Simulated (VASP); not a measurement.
Consider the following.

```yaml
crystal:
  lattice:
    - [-2.28165, 2.28165, 5.67754]
    - [2.28165, -2.28165, 5.67754]
    - [2.28165, 2.28165, -5.67754]
  atoms:
    - { symbol: Ba, position: [0.00000, 0.00000, 0.00000] }
    - { symbol: Al, position: [0.25000, 0.75000, 0.50000] }
    - { symbol: Al, position: [0.75000, 0.25000, 0.50000] }
    - { symbol: Al, position: [0.38006, 0.38006, 0.00000] }
    - { symbol: Al, position: [0.61994, 0.61994, 0.00000] }
```

The numbers are results of PBEsol GGA, VASP's PBE PAW potentials (set 64) (plane waves; VASP 6.6.1), not measurements. Settings: 300 eV cut-off, 9×9×9 Γ-centred mesh, Fermi-Dirac smearing of 0.10 eV, potentials Ba_sv Al.

At this cut-off the stress carries a Pulay error, which pulls relaxed volumes low. Unless said otherwise, spin-orbit coupling is left out, though it shifts the bands of the heavy elements here.

Q: What does the run give for the energy per atom (σ→0), pressure, band gap (on the k-mesh) with the smallest direct gap where there is one?

A: 
```yaml
band gap (on the k-mesh): none (metal, semimetal or under 0.01 eV)
energy per atom (σ→0): -3.929 eV/atom
pressure: -1.29 GPa
```

The structure comes from a computed database's BaAl4 entry; how it stands against other phases isn't given here. The cell was not relaxed at this level.
